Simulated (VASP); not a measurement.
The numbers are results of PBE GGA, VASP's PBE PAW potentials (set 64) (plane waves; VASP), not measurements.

VASP ran on this input.

**KPOINTS**
```
Automatic mesh
0
Gamma
6 6 6
0 0 0
```

INCAR:
```
ENCUT=620   ! plane-wave cut-off (eV)
SYSTEM=KZnF3
ALGO=Normal
GGA=PE   ! PBE
LWAVE=.FALSE.
NELM=100
LMAXMIX=4
ISIF=3   ! ions, shape and volume
PSTRESS=50
ISMEAR=0
IBRION=2
EDIFF=1E-6
LCHARG=.FALSE.
LASPH=.TRUE.
SIGMA=0.05
EDIFFG=-0.02   ! ionic stop
PREC=Accurate
NSW=40   ! most ionic steps
LREAL=.FALSE.
```

File POSCAR:
```
KZnF3
1
    4.1288031458     0.0000000000     0.0000000000
    0.0000000000     4.1288031458     0.0000000000
    0.0000000000     0.0000000000     4.1288031458
K Zn F
1 1 3
Direct
  0.0000000000   0.0000000000   0.0000000000
  0.5000000000   0.5000000000   0.5000000000
  0.5000000000   0.0000000000   0.5000000000
  0.0000000000   0.5000000000   0.5000000000
  0.5000000000   0.5000000000   0.0000000000
```

POTCAR, in this order: K_sv Zn F (PBE.64 set). Program: vasp_std.

The run wrote:

File OUTCAR:
```
 ion  position               nearest neighbor table
   1  0.000  0.000  0.000-
   2  0.500  0.500  0.500-   3 2.06   4 2.06   5 2.06   5 2.06   3 2.06   4 2.06
   3  0.500  0.000  0.500-   2 2.06   2 2.06
   4  0.000  0.500  0.500-   2 2.06   2 2.06
   5  0.500  0.500  0.000-   2 2.06   2 2.06
  LATTYP: Found a simple cubic cell.
 ALAT       =     4.1288031458
 Subroutine PRICEL returns:
 Original cell was already a primitive cell.
 Subroutine GETGRP returns: Found 48 space group operations
The static configuration has the point symmetry O_h .
The dynamic configuration has the point symmetry O_h .
 Subroutine INISYM returns: Found 48 space group operations
 Subroutine IBZKPT returns following result:
 Found     20 irreducible k-points:

 Following reciprocal coordinates:
            Coordinates               Weight
  0.000000  0.000000  0.000000      1.000000
  0.166667  0.000000  0.000000      6.000000
  0.333333  0.000000  0.000000      6.000000
  0.500000  0.000000  0.000000      3.000000
  0.166667  0.166667  0.000000     12.000000
  0.333333  0.166667  0.000000     24.000000
...
```

### OSZICAR
```
       N       E                     dE             d eps       ncg     rms          rms(c)
DAV:   1     0.490334166417E+03    0.49033E+03   -0.24856E+04  1000   0.227E+03
DAV:   2     0.187592508528E+02   -0.47157E+03   -0.45959E+03  1193   0.525E+02
DAV:   3    -0.217074754279E+02   -0.40467E+02   -0.40312E+02  1210   0.166E+02
DAV:   4    -0.226559729823E+02   -0.94850E+00   -0.94730E+00  1552   0.237E+01
DAV:   5    -0.226687448760E+02   -0.12772E-01   -0.12766E-01  1350   0.232E+00    0.111E+01
DAV:   6    -0.203063274455E+02    0.23624E+01   -0.87226E+00  1448   0.411E+01    0.664E+00
DAV:   7    -0.203675630269E+02   -0.61236E-01   -0.15372E+00  1045   0.857E+00    0.433E+00
DAV:   8    -0.203793174816E+02   -0.11754E-01   -0.59179E-01  1290   0.154E+01    0.162E+00
DAV:   9    -0.203432728663E+02    0.36045E-01   -0.98473E-02  1532   0.928E+00    0.636E-01
DAV:  10    -0.203397631438E+02    0.35097E-02   -0.87490E-02  1465   0.715E+00    0.306E-01
DAV:  11    -0.203392039692E+02    0.55917E-03   -0.14961E-02  1470   0.173E+00    0.711E-02
DAV:  12    -0.203393002953E+02   -0.96326E-04   -0.67261E-04  1084   0.219E-01    0.729E-02
DAV:  13    -0.203393119889E+02   -0.11694E-04   -0.20577E-04  1265   0.379E-01    0.670E-02
DAV:  14    -0.203393105750E+02    0.14139E-05   -0.96817E-05  1297   0.354E-01    0.492E-02
DAV:  15    -0.203392849716E+02    0.25603E-04   -0.11472E-04  1075   0.767E-02    0.191E-02
DAV:  16    -0.203392819230E+02    0.30487E-05   -0.61808E-06  1171   0.499E-02    0.121E-02
DAV:  17    -0.203392801204E+02    0.18026E-05   -0.38720E-06  1009   0.333E-02    0.595E-03
DAV:  18    -0.203392796387E+02    0.48167E-06   -0.16958E-06   581   0.212E-02
   1 F= -.18142776E+02 E0= -.18142776E+02  d E =-.181428E+02
       N       E                     dE             d eps       ncg     rms          rms(c)
DAV:   1    -0.220845499131E+02   -0.17453E+01   -0.34099E+01  1134   0.784E+01    0.104E+01
DAV:   2    -0.204288901450E+02    0.16557E+01   -0.72830E+00  1143   0.296E+01    0.293E+00
DAV:   3    -0.202997161429E+02    0.12917E+00   -0.20708E-01  1270   0.120E+01    0.153E+00
DAV:   4    -0.202715639239E+02    0.28152E-01   -0.11944E-01  1591   0.401E+00    0.820E-01
DAV:   5    -0.202709003566E+02    0.66357E-03   -0.13695E-02  1512   0.160E+00    0.193E-01
DAV:   6    -0.202705663999E+02    0.33396E-03   -0.40596E-03  1851   0.218E+00    0.852E-02
DAV:   7    -0.202705128117E+02    0.53588E-04   -0.49425E-04  1536   0.368E-01    0.389E-02
DAV:   8    -0.202705101869E+02    0.26248E-05   -0.22190E-04  1519   0.206E-01    0.161E-02
DAV:   9    -0.202705082752E+02    0.19117E-05   -0.23521E-05  1435   0.625E-02    0.443E-03
DAV:  10    -0.202705080830E+02    0.19221E-06   -0.32035E-06   868   0.149E-02
   2 F= -.18210486E+02 E0= -.18210486E+02  d E =-.677102E-01
       N       E                     dE             d eps       ncg     rms          rms(c)
DAV:   1    -0.202811427287E+02   -0.10634E-01   -0.78081E-02  1144   0.389E+00    0.490E-01
DAV:   2    -0.202774806610E+02    0.36621E-02   -0.15316E-02  1120   0.138E+00    0.141E-01
DAV:   3    -0.202771627432E+02    0.31792E-03   -0.50126E-04  1212   0.654E-01    0.817E-02
DAV:   4    -0.202770945966E+02    0.68147E-04   -0.22378E-04  1623   0.190E-01    0.453E-02
DAV:   5    -0.202770882509E+02    0.63457E-05   -0.26502E-05  1489   0.646E-02    0.976E-03
DAV:   6    -0.202770863982E+02    0.18527E-05   -0.46470E-06  1435   0.949E-02    0.262E-03
DAV:   7    -0.202770862111E+02    0.18705E-06   -0.57099E-07   549   0.138E-02
   3 F= -.18210710E+02 E0= -.18210710E+02  d E =-.679339E-01
```

File OUTCAR:
```
------------------------ aborting loop because EDIFF is reached ----------------------------------------
  FORCE on cell =-STRESS in cart. coord.  units (eV):
  Direction    XX          YY          ZZ          XY          YZ          ZX
  --------------------------------------------------------------------------------------
  Total        2.0768896      2.0768896      2.0768896     -0.0000000      0.0000000     -0.0000000
  in kB       50.2543855     50.2543855     50.2543855     -0.0000000      0.0000000     -0.0000000
  external PRESSURE =       0.2543855 kB  Pullay stress =      50.0000000 kB
  volume of cell :       66.21
      direct lattice vectors                 reciprocal lattice vectors
     4.045603751  0.000000000  0.000000000     0.247181895 -0.000000000  0.000000000
     0.000000000  4.045603751  0.000000000    -0.000000000  0.247181895 -0.000000000
    -0.000000000  0.000000000  4.045603751    -0.000000000 -0.000000000  0.247181895
 POSITION                                       TOTAL-FORCE (eV/Angst)
 -----------------------------------------------------------------------------------
      0.00000      0.00000      0.00000        -0.000000     -0.000000      0.000000
      2.02280      2.02280      2.02280         0.000000      0.000000      0.000000
      2.02280      0.00000      2.02280        -0.000000      0.000000      0.000000
     -0.00000      2.02280      2.02280         0.000000      0.000000      0.000000
      2.02280      2.02280      0.00000        -0.000000     -0.000000      0.000000
 -----------------------------------------------------------------------------------
    total drift:                                0.000000      0.000000      0.000000
  FREE ENERGIE OF THE ION-ELECTRON SYSTEM (eV)
  ---------------------------------------------------
  free  energy   TOTEN  =       -20.2770862111 eV

  energy  without entropy=      -20.2770862111  energy(sigma->0) =      -20.27708621
  enthalpy is  TOTEN    =       -18.2107097218 eV   P V=        2.0663764893

 reached required accuracy - stopping structural energy minimisation
```
(Selected blocks of OUTCAR.)

### CONTCAR
```
KZnF3
   1.00000000000000
     4.0456037512659373    0.0000000000000000    0.0000000000000000
     0.0000000000000000    4.0456037512659373    0.0000000000000000
    -0.0000000000000000    0.0000000000000000    4.0456037512659373
  K               Zn              F
     1     1     3
Direct
     0.0000000000000000    0.0000000000000000    0.0000000000000000
     0.5000000000000000    0.5000000000000000    0.5000000000000000
     0.5000000000000000    0.0000000000000000    0.5000000000000000
     0.0000000000000000    0.5000000000000000    0.5000000000000000
     0.5000000000000000    0.5000000000000000    0.0000000000000000
```

**OUTCAR**
```
 val. band max:       -0.7262385746   @ k =   0.5000   0.5000   0.5000

 cond. band min:       3.0770255392   @ k =   0.0000   0.0000   0.0000


 Fermi energy:        -0.4630219534

 k-point     1 :       0.0000    0.0000    0.0000
  band No.  band energies     occupation
      1     -27.8317      2.00000
      2     -22.3656      2.00000
      3     -21.7345      2.00000
      4     -21.7345      2.00000
      5     -11.3189      2.00000
      6     -11.3189      2.00000
      7     -11.3189      2.00000
      8      -4.9070      2.00000
      9      -4.9070      2.00000
     10      -4.9070      2.00000
     11      -4.1245      2.00000
     12      -4.1245      2.00000
     13      -4.1245      2.00000
     14      -3.7780      2.00000
     15      -3.7780      2.00000
     16      -2.8141      2.00000
     17      -2.8141      2.00000
     18      -2.8141      2.00000
     19      -2.6020      2.00000
     20      -2.6020      2.00000
     21      -2.6020      2.00000
     22       3.0770      0.00000
     23       7.9594      0.00000
     24       7.9594      0.00000
     25       8.6917      0.00000

 k-point     2 :       0.1667    0.0000    0.0000
  band No.  band energies     occupation
      1     -27.8261      2.00000
      2     -22.3330      2.00000
      3     -21.7644      2.00000
      4     -21.7328      2.00000
      5     -11.3182      2.00000
      6     -11.3076      2.00000
      7     -11.3076      2.00000
      8      -5.3934      2.00000
      9      -4.8910      2.00000
     10      -4.8910      2.00000
     11      -4.2260      2.00000
     12      -4.2260      2.00000
     13      -4.1234      2.00000
     14      -3.7778      2.00000
     15      -3.5462      2.00000
     16      -2.8688      2.00000
     17      -2.7771      2.00000
     18      -2.7771      2.00000
     19      -2.5919      2.00000
     20      -2.5810      2.00000
     21      -2.5810      2.00000
     22       3.6162      0.00000
     23       8.1600      0.00000
...
```

Energy and stress use the plane-wave basis of the starting cell.

The compound is KZnF3 in the cubic perovskite structure. This run relaxes it under an external pressure of 5 GPa. Symmetry was kept, so distortions that lower it aren't found.
